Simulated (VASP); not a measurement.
Input:

```
CELL_PARAMETERS angstrom
      3.91374     0.00000     0.00000
     -1.95687     3.38940     0.00000
      0.00000     0.00000     5.07243
ATOMIC_POSITIONS crystal
  Ni 0.00000 0.00000 0.00000
  Ni 0.00000 0.00000 0.50000
  Sb 0.33333 0.66667 0.25000
  Sb 0.66667 0.33333 0.75000
```

Method: PBEsol GGA, VASP's PBE PAW potentials (set 64) (plane waves; VASP 6.6.1). Run with 400 eV cut-off, 10×10×7 Γ-centred mesh, tetrahedra with Blöchl corrections, potentials Ni Sb.

The cores are frozen, which limits the accuracy of field gradients.

**Question.** Give the principal components of the electric field gradient (V/Å²) and the asymmetry η at each nucleus.

**Answer.** 
| atom | Vxx | Vyy | Vzz | η |
|---|---|---|---|---|
| Ni1 | 11.9 | 11.9 | -23.8 | 0.00 |
| Ni2 | 11.9 | 11.9 | -23.8 | 0.00 |
| Sb3 | -40.2 | -40.2 | 80.4 | 0.00 |
| Sb4 | -40.2 | -40.2 | 80.4 | 0.00 |

The structure was generated: NiSb was put into the NiAs type type (P6_3/mmc), which need not be its known phase. It was relaxed first, which changed the volume by -24 %. The run is not spin-polarised, so no magnetic state was tried.
